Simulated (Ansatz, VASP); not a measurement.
# LiH (rock-salt LiH, size series) in two plane-wave programs, part 2 of 2

Wanted: the spread between two codes on one cell, functional and k mesh. The structure shown is the end of the Ansatz relaxation below.

VASP 6.6.1 and Ansatz 0.2.0.

So far: The structure; Ansatz: relaxation, PBE.

### Step 3. VASP: single point, PBE

Level of this step: PBE; plane waves and PAW (Li_sv, H) (VASP).

The same cell, functional and mesh now go to VASP, with its own data sets.

Lines of VASP's logs that name or quote its potential files are left out, and so is its time.

File INCAR:

```
SYSTEM = LiH
PREC = Accurate
ENCUT = 750
EDIFF = 1E-06
NELM = 120
ISMEAR = 0
SIGMA = 0.01
LREAL = Auto
ALGO = Normal
GGA = PE
NBANDS = 112
LORBIT = 11
LWAVE = .FALSE.
LCHARG = .FALSE.
ISIF = 2
LASPH = .TRUE.
GGA_COMPAT = .FALSE.
EFERMI = MIDGAP
NCORE = 2
```

File POSCAR:

```
LiH
1.0
    8.1844640000      0.0000000000      0.0000000000
    0.0000000000      8.1844640000      0.0000000000
    0.0000000000      0.0000000000      8.1844640000
Li H
32 32
Direct
    0.0000000000      0.0000000000      0.0000000000
    0.0000000000      0.2500000000      0.2500000000
    0.2500000000      0.0000000000      0.2500000000
    0.2500000000      0.2500000000      0.0000000000
    0.0000000000      0.0000000000      0.5000000000
    0.0000000000      0.2500000000      0.7500000000
    0.2500000000      0.0000000000      0.7500000000
    0.2500000000      0.2500000000      0.5000000000
    0.0000000000      0.5000000000      0.0000000000
    0.0000000000      0.7500000000      0.2500000000
    0.2500000000      0.5000000000      0.2500000000
    0.2500000000      0.7500000000      0.0000000000
    0.0000000000      0.5000000000      0.5000000000
    0.0000000000      0.7500000000      0.7500000000
    0.2500000000      0.5000000000      0.7500000000
    0.2500000000      0.7500000000      0.5000000000
    0.5000000000      0.0000000000      0.0000000000
    0.5000000000      0.2500000000      0.2500000000
    0.7500000000      0.0000000000      0.2500000000
    0.7500000000      0.2500000000      0.0000000000
    0.5000000000      0.0000000000      0.5000000000
    0.5000000000      0.2500000000      0.7500000000
    0.7500000000      0.0000000000      0.7500000000
    0.7500000000      0.2500000000      0.5000000000
    0.5000000000      0.5000000000      0.0000000000
    0.5000000000      0.7500000000      0.2500000000
    0.7500000000      0.5000000000      0.2500000000
    0.7500000000      0.7500000000      0.0000000000
    0.5000000000      0.5000000000      0.5000000000
    0.5000000000      0.7500000000      0.7500000000
    0.7500000000      0.5000000000      0.7500000000
    0.7500000000      0.7500000000      0.5000000000
    0.2500000000      0.0000000000      0.0000000000
    0.2500000000      0.2500000000      0.2500000000
    0.0000000000      0.0000000000      0.2500000000
    0.0000000000      0.2500000000      0.0000000000
    0.2500000000      0.0000000000      0.5000000000
    0.2500000000      0.2500000000      0.7500000000
    0.0000000000      0.0000000000      0.7500000000
    0.0000000000      0.2500000000      0.5000000000
    0.2500000000      0.5000000000      0.0000000000
    0.2500000000      0.7500000000      0.2500000000
    0.0000000000      0.5000000000      0.2500000000
    0.0000000000      0.7500000000      0.0000000000
    0.2500000000      0.5000000000      0.5000000000
    0.2500000000      0.7500000000      0.7500000000
    0.0000000000      0.5000000000      0.7500000000
    0.0000000000      0.7500000000      0.5000000000
    0.7500000000      0.0000000000      0.0000000000
    0.7500000000      0.2500000000      0.2500000000
    0.5000000000      0.0000000000      0.2500000000
    0.5000000000      0.2500000000      0.0000000000
    0.7500000000      0.0000000000      0.5000000000
    0.7500000000      0.2500000000      0.7500000000
    0.5000000000      0.0000000000      0.7500000000
    0.5000000000      0.2500000000      0.5000000000
    0.7500000000      0.5000000000      0.0000000000
    0.7500000000      0.7500000000      0.2500000000
    0.5000000000      0.5000000000      0.2500000000
    0.5000000000      0.7500000000      0.0000000000
    0.7500000000      0.5000000000      0.5000000000
    0.7500000000      0.7500000000      0.7500000000
    0.5000000000      0.5000000000      0.7500000000
    0.5000000000      0.7500000000      0.5000000000
```

File KPOINTS:

```
Automatic mesh
0
Gamma
1 1 1
0 0 0
```

The projector-augmented-wave data sets are Li_sv and H (PBE family, release 64).

Run with:

```bash
mpirun -np 8 vasp_gam
```

Numbers of over 12 decimals in the logs are rounded to 6 here.

What it wrote:

```text
[banner, memory and clock lines left out]
running    8 mpi-ranks, on    1 nodes
[...]
LDA part: xc-table for (Slater+PW92), standard interpolation
 POSCAR, INCAR and KPOINTS ok, starting setup
[...]
entering main loop
       N       E                     dE             d eps       ncg     rms          rms(c)
DAV:   1     0.118555115324E+04    0.11856E+04   -0.70510E+04   240   0.160E+03
DAV:   2     0.152609758211E+02   -0.11703E+04   -0.10144E+04   248   0.428E+02
DAV:   3    -0.156988552502E+03   -0.17225E+03   -0.16911E+03   344   0.120E+02
DAV:   4    -0.196685046176E+03   -0.39696E+02   -0.39246E+02   376   0.492E+01
[...]
DAV:  14    -0.192104345811E+03   -0.10084E-05   -0.55055E-07   160   0.201E-03    0.275E-03
DAV:  15    -0.192104348731E+03   -0.29199E-05   -0.18841E-07   136   0.157E-03    0.328E-04
DAV:  16    -0.192104348300E+03    0.43054E-06   -0.63718E-08   136   0.806E-04
   1 F= -.19210435E+03 E0= -.19210435E+03  d E =0.000000E+00
```

OUTCAR, selected parts (step 3):

```text
  Total       -0.2631840     -0.2631840     -0.2631840     -0.0000000      0.0000000      0.0000000
  in kB       -0.7691292     -0.7691292     -0.7691292     -0.0000000      0.0000000      0.0000000
  external PRESSURE =      -0.7691292 kB  Pullay stress =       0.0000000 kB

 POSITION                                       TOTAL-FORCE (eV/Angst)
 -----------------------------------------------------------------------------------
      0.00000      0.00000      0.00000        -0.000000      0.000000      0.000000
      0.00000      2.04612      2.04612         0.000000      0.000000      0.000000
      2.04612      0.00000      2.04612        -0.000000     -0.000000      0.000000
      2.04612      2.04612      0.00000        -0.000000     -0.000000      0.000000
      0.00000      0.00000      4.09223         0.000000      0.000000     -0.000000
      0.00000      2.04612      6.13835        -0.000000     -0.000000      0.000000
      2.04612      0.00000      6.13835         0.000000      0.000000     -0.000000
      2.04612      2.04612      4.09223         0.000000     -0.000000     -0.000000
      0.00000      4.09223      0.00000        -0.000000     -0.000000      0.000000
      0.00000      6.13835      2.04612        -0.000000      0.000000      0.000000
      2.04612      4.09223      2.04612         0.000000     -0.000000      0.000000
      2.04612      6.13835      0.00000        -0.000000      0.000000     -0.000000
      0.00000      4.09223      4.09223         0.000000     -0.000000      0.000000
      0.00000      6.13835      6.13835         0.000000      0.000000      0.000000
[...]
-----------------------------------------------------------------------------------
    total drift:                                0.000000     -0.000000      0.000000

  FREE ENERGIE OF THE ION-ELECTRON SYSTEM (eV)
  ---------------------------------------------------
  free  energy   TOTEN  =      -192.1043483005 eV

  energy  without entropy=     -192.1043483005  energy(sigma->0) =     -192.10434830

[... 3 further parts left out ...]
[key lines of the parts left out:]
E-fermi :   1.3936
```

The run ends at a pressure of -0.08 GPa.

### Step 4. Comparison

Known differences besides the potentials themselves: fixed occupations in Ansatz, narrow Gaussian smearing in VASP; the cutoff is 420 eV in Ansatz and 750 eV in VASP (PREC = Accurate, projectors in real space). Total energies have different zeros and are not compared.

Compared:

```
              quantity  Ansatz   VASP  difference
        pressure (GPa)   -0.03  -0.08       +0.04
gap on the k mesh (eV)   2.962  2.957      +0.005
```

A gap on the mesh is an upper bound, since the band edges may lie between its points.

### Step 5. Outcome

| Item | Value |
| --- | --- |
| difference in gap on the k mesh (single point, PBE) | 0.0047 eV |

**Reading.** The difference in gap on the k mesh is 0.0047 eV (single point, PBE), within the 0.08 eV picked in this series as the mark of a large difference. How closely two codes agree says nothing of how well the functional describes the real material.

[Lines on the potential files, build, host, timing and source positions are cut from VASP's logs without a mark.]

[Logs are printed without paths, hosts, clocks, repeated set-up lines and the standing remarks that a program may print on its own settings, such as how far it seeks lower states.]

[Hosts, paths, dates, database ids (printed as entryN), source tags and the programs' standing remarks are cut or masked in the printed files.]
